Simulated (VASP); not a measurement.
# TiH2C2O2 in VASP: single point with r2SCAN+U

Aim: the single point of TiH2C2O2 with r2SCAN+U.

Everything below comes from runs of VASP 6.6.1. Logs are shortened: lines on timing, memory, paths and dates and some standing lists are left out, and cuts for length are marked.

**1. Starting point**

The cell holds a slab with vacuum, 7 atoms: a = 2.695 Å, b = 2.695 Å, c = 28.645 Å, α = 90.00°, β = 90.00°, γ = 120.00°.

The cell was built by a generator and needn't be a form met in nature.

**2. Single point, r2SCAN+U**

Contents of POSCAR:

```
TiH2C2O2
1.0
    2.6948205700      0.0000000000      0.0000000000
   -1.3474102800      2.3337880500      0.0000000000
    0.0000000000      0.0000000000     28.6445594800
H O Ti C
2 2 1 2
Direct
    0.6666700000      0.3333300000      0.3853300000
    0.3333300000      0.6666700000      0.5312500000
    0.6666700000      0.3333300000      0.4182600000
    0.3333300000      0.6666700000      0.4982200000
    0.0000000000      0.0000000000      0.4585200000
    0.3333300000      0.6666700000      0.6175100000
    0.6666700000      0.3333300000      0.6175000000
```

Contents of INCAR.step1:

```
SYSTEM = TiH2C2O2
PREC = Accurate
ENCUT = 520
ISMEAR = 0
SIGMA = 0.1327
LREAL = .FALSE.
LASPH = .TRUE.
NELM = 150
LMAXMIX = 4
LDAU = .TRUE.
LDAUTYPE = 1
LDAUL = -1 -1 2 -1
LDAUU = 0 0 7.2 0
LDAUJ = 0 0 0.57 0
NBANDS = 26
GGA = PE
ALGO = Normal
EDIFF = 1E-4
LWAVE = .TRUE.
LCHARG = .FALSE.
```

Contents of INCAR.step2:

```
SYSTEM = TiH2C2O2
PREC = Accurate
ENCUT = 520
EDIFF = 1E-6
ISMEAR = 0
SIGMA = 0.1327
LREAL = .FALSE.
LASPH = .TRUE.
NELM = 150
ALGO = Normal
ISIF = 2
LWAVE = .FALSE.
LCHARG = .FALSE.
LMAXMIX = 4
LDAU = .TRUE.
LDAUTYPE = 1
LDAUL = -1 -1 2 -1
LDAUU = 0 0 7.2 0
LDAUJ = 0 0 0.57 0
LDAUPRINT = 1
METAGGA = R2SCAN
LMIXTAU = .TRUE.
NBANDS = 26
ISTART = 1
```

Contents of KPOINTS:

```
regular mesh
0
G
  10 10 1
  0 0 0
```

Potentials or basis: VASP PAW PBE potentials, release 64 (H, O, Ti_sv, C).

Command:

```sh
cat potpaw_PBE.64/H/POTCAR potpaw_PBE.64/O/POTCAR potpaw_PBE.64/Ti_sv/POTCAR potpaw_PBE.64/C/POTCAR > POTCAR
cp INCAR.step1 INCAR
mpirun -np 1 vasp_std > vasp.out
cp INCAR.step2 INCAR
mpirun -np 1 vasp_std > vasp.out
```

OUTCAR:

```text
SYSTEM = TiH2C2O2
   PREC = Accurate
   ENCUT = 520
   EDIFF = 1E-6
   ISMEAR = 0
   LREAL = .FALSE.
   LASPH = .TRUE.
   NELM = 150
   ISIF = 2
   METAGGA = R2SCAN
   ISTART = 1

 ion  position               nearest neighbor table
   1  0.667  0.333  0.385-   3 0.94
   2  0.333  0.667  0.531-   4 0.95
   3  0.667  0.333  0.418-   1 0.94   5 1.94   5 1.94   5 1.94
   4  0.333  0.667  0.498-   2 0.95   5 1.93   5 1.93   5 1.93
   5  0.000  0.000  0.459-   4 1.93   4 1.93   4 1.93   3 1.94   3 1.94   3 1.94
   6  0.333  0.667  0.618-   7 1.56   7 1.56   7 1.56
   7  0.667  0.333  0.617-   6 1.56   6 1.56   6 1.56

  LATTYP: Found a hexagonal cell.
 ALAT       =     2.6948205700
 C/A-ratio  =    10.6294867268

  Lattice vectors:

 A1 = (   2.6948205700,   0.0000000000,   0.0000000000)
 A2 = (  -1.3474102800,   2.3337880500,   0.0000000000)
 A3 = (   0.0000000000,   0.0000000000,  28.6445594800)

Analysis of symmetry for initial positions (statically):
=====================================================================
 Subroutine PRICEL returns:
 Original cell was already a primitive cell.

 Routine SETGRP: Setting up the symmetry group for a
 hexagonal supercell.

 Subroutine GETGRP returns: Found  2 space group operations
 (whereof  2 operations were pure point group operations)
 out of a pool of 24 trial point group operations.

The static configuration has the point symmetry C_1h.

Analysis of symmetry for dynamics (positions and initial velocities):
=====================================================================
 Subroutine PRICEL returns:
 Original cell was already a primitive cell.

 Routine SETGRP: Setting up the symmetry group for a
 hexagonal supercell.

 Subroutine GETGRP returns: Found  2 space group operations
 (whereof  2 operations were pure point group operations)
 out of a pool of 24 trial point group operations.

The dynamic configuration has the point symmetry C_1h.

 Subroutine INISYM returns: Found  2 space group operations
 (whereof  2 operations are pure point group operations),
 and found     1 'primitive' translations

----------------------------------------------------------------------------------------

                                     Primitive cell

  volume of cell :     180.1496

  direct lattice vectors                    reciprocal lattice vectors
     2.694820570  0.000000000  0.000000000     0.371082220  0.214243962  0.000000000
    -1.347410280  2.333788050  0.000000000     0.000000000  0.428487925  0.000000000
     0.000000000  0.000000000 28.644559480     0.000000000  0.000000000  0.034910643

  length of vectors
     2.694820570  2.694824878 28.644559480     0.428488611  0.428487925  0.034910643

  position of ions in fractional coordinates (direct lattice)
     0.666670000  0.333330000  0.385330000
     0.333330000  0.666670000  0.531250000
     0.666670000  0.333330000  0.418260000
     0.333330000  0.666670000  0.498220000
     0.000000000  0.000000000  0.458520000
     0.333330000  0.666670000  0.617510000
     0.666670000  0.333330000  0.617500000

  ion indices of the primitive-cell ions
   primitive index   ion index
                 1           1
                 2           2
                 3           3
                 4           4
                 5           5
                 6           6
                 7           7

----------------------------------------------------------------------------------------

 KPOINTS: regular mesh

Automatic generation of k-mesh.
 Grid dimensions read from file:
[... 59 lines left out ...]
   ISPIN  =      1    spin polarized calculation?
   LNONCOLLINEAR =      F non collinear calculations
   LSORBIT =      F    spin-orbit coupling
   LASPH  =      T    aspherical Exc in radial PAW
   ENCUT  =  520.0 eV  38.22 Ry    6.18 a.u.   5.01  5.01 53.26*2*pi/ulx,y,z
   NELM   =    150;   NELMIN=  2; NELMDL=  0     # of ELM steps
   EDIFF  = 0.1E-05   stopping-criterion for ELM
   LREAL  =      F    real-space projection
   EDIFFG = 0.1E-04   stopping-criterion for IOM
   NSW    =      0    number of steps for IOM
   IBRION =     -1    ionic relax: 0-MD 1-quasi-New 2-CG
   NFREE  =      0    steps in history (QN), initial steepest desc. (CG)
   ISIF   =      2    stress and relaxation
   ISYM   =      2    0-nonsym 1-usesym 2-fastsym
   POTIM  = 0.5000    time-step for ionic-motion
   TEBEG  =    0.0;   TEEND  =   0.0 temperature during run
   PSTRESS=    0.0 pullay stress
   NELECT =      34.0000    total number of electrons
   NUPDOWN=      -1.0000    fix difference up-down
   EMIN   =  10.00;   EMAX   =-10.00  energy-range for DOS
   EFERMI =   0.00;   METHOD = LEGACY
   ISMEAR =     0;   SIGMA  =   0.13  broadening in eV -4-tet -1-fermi 0-gaus
   EFERMI_NEDOS =   21; number of points for ismear=-14 and -15
   IALGO  =     38    algorithm
   IMIX   =      4    mixing-type and parameters
     AMIX     =   0.40;   BMIX     =  1.00
     AMIX_MAG =   1.60;   BMIX_MAG =  1.00
  volume/ion in A,a.u.               =      25.74       173.67
  Fermi-wavevector in a.u.,A,eV,Ry     =   0.939053  1.774552 11.997891  0.881820
  Thomas-Fermi vector in A             =   2.066326
   LORBIT       =      0    0 simple, 1 ext, 2 COOP (PROOUT), +10 PAW based schemes
 LDA+U is selected, type is set to LDAUTYPE =  1
   angular momentum for each species LDAUL =    -1   -1    2   -1
   U (eV)           for each species LDAUU =   0.0  0.0  7.2  0.0
   J (eV)           for each species LDAUJ =   0.0  0.0  0.6  0.0
   METAGGA = R2SCAN    functional components
   LHFCALC =     F    Hartree Fock is set to
   AEXX    =    0.0000 exact exchange contribution
   IVDW    =     0    specifies the selected vdW correction
   LEPSILON=     F    determine dielectric tensor
   LRPA    =     F    only Hartree local field effects (RPA)
 non-spin polarized calculation
 Gauss-broadening in eV      SIGMA  =   0.13
  energy-cutoff  :      520.00
  volume of cell :      180.15
 maximum number of plane-waves:      4909
   NGX =  9   NGY =  9   NGZ =107

atom =   5  type =  3  l = 2

 onsite density matrix

spin component  1

  0.1912  0.0000 -0.0000 -0.0018 -0.0000
  0.0000  0.1542  0.0000 -0.0000 -0.0018
 -0.0000  0.0000  0.3934 -0.0000  0.0000
 -0.0018 -0.0000 -0.0000  0.1542  0.0000
 -0.0000 -0.0018  0.0000  0.0000  0.1912

spin component  2

  0.1912  0.0000 -0.0000 -0.0018 -0.0000
  0.0000  0.1542  0.0000 -0.0000 -0.0018
 -0.0000  0.0000  0.3934 -0.0000  0.0000
 -0.0018 -0.0000 -0.0000  0.1542  0.0000
 -0.0000 -0.0018  0.0000  0.0000  0.1912

 occupancies and eigenvectors

  o =  0.1541  v = -0.0265 -0.8413 -0.0000 -0.5383 -0.0414  0.0000  0.0000  0.0000  0.0000  0.0000      0.0000  0.0000  0.0000  0.0000  0.0000  0.0000  0.0000  0.0000  0.0000  0.0000
  o =  0.1541  v =  0.0000  0.0000  0.0000  0.0000  0.0000 -0.0265 -0.8413 -0.0000 -0.5383 -0.0414      0.0000  0.0000  0.0000  0.0000  0.0000  0.0000  0.0000  0.0000  0.0000  0.0000
  o =  0.1542  v = -0.0415  0.5383 -0.0000 -0.8413  0.0266  0.0000  0.0000  0.0000  0.0000  0.0000      0.0000  0.0000  0.0000  0.0000  0.0000  0.0000  0.0000  0.0000  0.0000  0.0000
  o =  0.1542  v =  0.0000  0.0000  0.0000  0.0000  0.0000 -0.0415  0.5383 -0.0000 -0.8413  0.0266      0.0000  0.0000  0.0000  0.0000  0.0000  0.0000  0.0000  0.0000  0.0000  0.0000
  o =  0.1912  v =  0.0000  0.0000  0.0000  0.0000  0.0000  0.5002 -0.0426 -0.0000 -0.0246  0.8645      0.0000  0.0000  0.0000  0.0000  0.0000  0.0000  0.0000  0.0000  0.0000  0.0000
  o =  0.1912  v =  0.5002 -0.0426 -0.0000 -0.0246  0.8645  0.0000  0.0000  0.0000  0.0000  0.0000      0.0000  0.0000  0.0000  0.0000  0.0000  0.0000  0.0000  0.0000  0.0000  0.0000
  o =  0.1912  v =  0.0000  0.0000  0.0000  0.0000  0.0000 -0.8645 -0.0247 -0.0001  0.0427  0.5002      0.0000  0.0000  0.0000  0.0000  0.0000  0.0000  0.0000  0.0000  0.0000  0.0000
  o =  0.1912  v = -0.8645 -0.0247 -0.0001  0.0427  0.5002  0.0000  0.0000  0.0000  0.0000  0.0000      0.0000  0.0000  0.0000  0.0000  0.0000  0.0000  0.0000  0.0000  0.0000  0.0000
  o =  0.3934  v =  0.0000  0.0000  0.0000  0.0000  0.0000  0.0001 -0.0000 -1.0000  0.0000 -0.0000      0.0000  0.0000  0.0000  0.0000  0.0000  0.0000  0.0000  0.0000  0.0000  0.0000
  o =  0.3934  v =  0.0001 -0.0000 -1.0000  0.0000 -0.0000  0.0000  0.0000  0.0000  0.0000  0.0000      0.0000  0.0000  0.0000  0.0000  0.0000  0.0000  0.0000  0.0000  0.0000  0.0000

 number of electron      33.9999985 magnetization

 Free energy of the ion-electron system (eV)
  ---------------------------------------------------
  ext. energy  EPLUGINS =         0.00000000
  ---------------------------------------------------
  free energy    TOTEN  =       -51.59395692 eV

  energy without entropy =      -51.57846493  energy(sigma->0) =      -51.58621092

 E-fermi :   0.0556     XC(G=0):  -3.9785

 val. band max:        0.0195127487   @ k =   0.2000   0.2000   0.0000
 cond. band min:       0.0974065583   @ k =   0.4000   0.2000   0.0000
 fundamental gap:      0.0778938096
 Fermi energy:         0.0556127227

 k-point     1 :       0.0000    0.0000    0.0000
  band No.  band energies     occupation
      1     -61.1854      2.00000
      2     -36.4847      2.00000
      3     -36.0541      2.00000
      4     -36.0540      2.00000
      5     -25.7026      2.00000
      6     -24.5692      2.00000
[... 685 lines left out ...]
     25       6.3550      0.00000
     26       6.9002      0.00000

 [... further k-points ...]

------------------------ aborting loop because EDIFF is reached ----------------------------------------

  FORCE on cell =-STRESS in cart. coord.  units (eV):
  Direction    XX          YY          ZZ          XY          YZ          ZX
  --------------------------------------------------------------------------------------
  -------------------------------------------------------------------------------------
  Total        5.2613097      5.2602863     16.5669113     -0.0009057     -0.0002921      0.0005058
  in kB       46.7919381     46.7828363    147.3393388     -0.0080551     -0.0025975      0.0044983
  external PRESSURE =      80.3047044 kB  Pullay stress =       0.0000000 kB

 VOLUME and BASIS-vectors are now :
 -----------------------------------------------------------------------------
  energy-cutoff  :      520.00
  volume of cell :      180.15
      direct lattice vectors                 reciprocal lattice vectors
     2.694820570  0.000000000  0.000000000     0.371082220  0.214243962  0.000000000
    -1.347410280  2.333788050  0.000000000     0.000000000  0.428487925  0.000000000
     0.000000000  0.000000000 28.644559480     0.000000000  0.000000000  0.034910643

 POSITION                                       TOTAL-FORCE (eV/Angst)
 -----------------------------------------------------------------------------------
      1.34742      0.77792     11.03761         0.000012     -0.000007     -2.480009
     -0.00001      1.55587     15.21742        -0.000019      0.000011      1.948562
      1.34742      0.77792     11.98087        -0.000253      0.000146     -3.186428
     -0.00001      1.55587     14.27129         0.000255     -0.000147      4.216612
      0.00000      0.00000     13.13410        -0.000000      0.000000     -0.266993
     -0.00001      1.55587     17.68830         0.000401     -0.000231     -0.173207
      1.34742      0.77792     17.68802        -0.000395      0.000228     -0.058538
 -----------------------------------------------------------------------------------
    total drift:                                0.000006     -0.000002      0.002813

  FREE ENERGIE OF THE ION-ELECTRON SYSTEM (eV)
  ---------------------------------------------------
  free  energy   TOTEN  =       -51.5939569153 eV

  energy  without entropy=      -51.5784649336  energy(sigma->0) =      -51.58621092
```

Wall time 10 min (1 thread of Intel Xeon 6975P-C (Granite Rapids), shared host); peak memory 0.41 GiB.

Results:

* Free energy: -51.5940 eV
* Largest force: 4.217 eV/Å
* Band gap on the k mesh: none (metal or under the smearing width)

Forces in eV/Å, atoms in the order of the input:
```
H    0.000  0.000 -2.480
H    0.000  0.000  1.949
O    0.000  0.000 -3.186
O    0.000  0.000  4.217
Ti   0.000  0.000 -0.267
C    0.000  0.000 -0.173
C    0.000  0.000 -0.059
```

Eigenvalues of the final occupation matrices:
| site | spin | trace | eigenvalues |
| --- | --- | --- | --- |
| site 5 d | 1 | 1.08 | 0.15 0.15 0.19 0.19 0.39 |
| site 5 d | 2 | 1.08 | 0.15 0.15 0.19 0.19 0.39 |

Caveat: the PAW data sets were made with another functional, which shifts forces and pressure a little; U without spin polarisation on a metal has little footing.
